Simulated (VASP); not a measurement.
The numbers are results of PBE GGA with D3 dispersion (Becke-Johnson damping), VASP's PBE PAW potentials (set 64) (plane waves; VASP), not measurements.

Input for VASP

### INCAR
```
! general
SYSTEM  = Mg3Sb2
PREC    = Accurate
ENCUT   = 520   ! plane-wave cut-off (eV)
LREAL   = .FALSE.   ! projection in real space or not
LASPH   = .TRUE.   ! aspherical one-centre terms

! electronic loop
EDIFF   = 1E-7   ! SCF stop (eV)
NELM    = 100   ! most electronic steps
ALGO    = Normal   ! blocked Davidson
LMAXMIX = 4   ! l cut-off of mixed one-centre charges

! smearing
ISMEAR  = -5

! functional
GGA     = PE   ! PBE
IVDW    = 12

! ions
ISIF    = 2

! output
LWAVE   = .FALSE.
LCHARG  = .TRUE.
LORBIT  = 11
NEDOS   = 601   ! DOS grid

! other
LEFG    = .TRUE.
```

File KPOINTS:
```
Automatic mesh
0
Gamma
6 6 4
0 0 0
```

**POSCAR**
```
Mg3Sb2
1
    2.2641715250    -3.9216602738     0.0000000000
    2.2641715250     3.9216602738    -0.0000000000
   -0.0000000000     0.0000000000     7.1298289724
Mg Sb
3 2
Direct
  1.0000000000   0.0000000000   1.0000000000
  0.3333330000   0.6666670000   0.6324425233
  0.6666670000   0.3333330000   0.3675574767
  0.3333330000   0.6666670000   0.2230065051
  0.6666670000   0.3333330000   0.7769934949
```

POTCAR, in this order: Mg Sb (PBE.64 set). Program: vasp_std.

Unless said otherwise, spin-orbit coupling is left out, though it shifts the bands of the heavy elements here.

Question: What does the run give for the energy per atom (σ→0), dispersion energy, band gap (on the k-mesh)?

Answer: 
The energy per atom (σ→0) is -3.279 eV/atom and the dispersion energy is -1.805 eV. The band gap (on the k-mesh) comes out as 0.17 eV.

File OSZICAR:
```
...
DAV:   8    -0.145891776218E+02    0.73543E-03   -0.20363E-02   652   0.911E-01    0.468E-02
DAV:   9    -0.145891736075E+02    0.40143E-05   -0.61699E-04   680   0.187E-01    0.295E-02
DAV:  10    -0.145892251662E+02   -0.51559E-04   -0.10204E-04   656   0.664E-02    0.126E-02
DAV:  11    -0.145892342584E+02   -0.90922E-05   -0.16534E-05   648   0.265E-02    0.564E-03
DAV:  12    -0.145892350817E+02   -0.82330E-06   -0.29606E-06   708   0.100E-02    0.219E-03
DAV:  13    -0.145892352553E+02   -0.17363E-06   -0.44755E-07   644   0.411E-03    0.433E-04
DAV:  14    -0.145892352197E+02    0.35668E-07   -0.37961E-08   456   0.127E-03
   1 F= -.16394186E+02 E0= -.16394186E+02  d E =0.000000E+00
```

The compound is Mg3Sb2 in the a-la2o3 structure. It was relaxed first.
